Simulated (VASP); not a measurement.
MgTe (wurtzite): computed properties

Computed with PBEsol GGA, VASP's PBE PAW potentials (set 64) (plane waves; VASP).

For MgTe, the space group is P6_3mc (186). The cell is a = b = 4.5627 Å, c = 7.4146 Å, α = β = 90.00°, γ = 120.00° and the volume per atom is 33.42 Å³/atom. The band gap (over mesh and band path) comes out as 2.39 eV. The smallest direct gap (over mesh and band path) comes out as 2.39 eV, the Hill bulk modulus is 36.5 GPa and the Hill shear modulus comes out as 11.1 GPa. The Poisson's ratio is 0.362. The band-edge character comes out as direct, Γ to Γ and the density comes out as 3.77 g/cm³. The C11 is 52.6 GPa and the C12 comes out as 31.0 GPa. The C13 is 26.3 GPa and the C33 comes out as 56.5 GPa. The C44 comes out as 9.7 GPa. The C66 comes out as 10.8 GPa.

```
CELL_PARAMETERS angstrom
      2.28133    -3.95138     0.00000
      2.28133     3.95138     0.00000
      0.00000     0.00000     7.41457
ATOMIC_POSITIONS crystal
  Mg 0.66667 0.33333 0.49970
  Mg 0.33333 0.66667 0.99970
  Te 0.66667 0.33333 0.87630
  Te 0.33333 0.66667 0.37630
```

Measured: a 4.540 Å (computed value off by +0.5 %), c 7.395 Å (computed value off by +0.3 %), as given by Z. Anorg. Allg. Chem. 266, 289 (1951), by the Crystallography Open Database. The calculation is for a static lattice, while the measured a, c hold thermal and zero-point effects, which are part of the difference.  Unless said otherwise, spin-orbit coupling is left out, though it shifts the bands of the heavy elements here.

The compound is MgTe in the wurtzite structure. It was relaxed first. Symmetry was kept, so distortions that lower it aren't found.
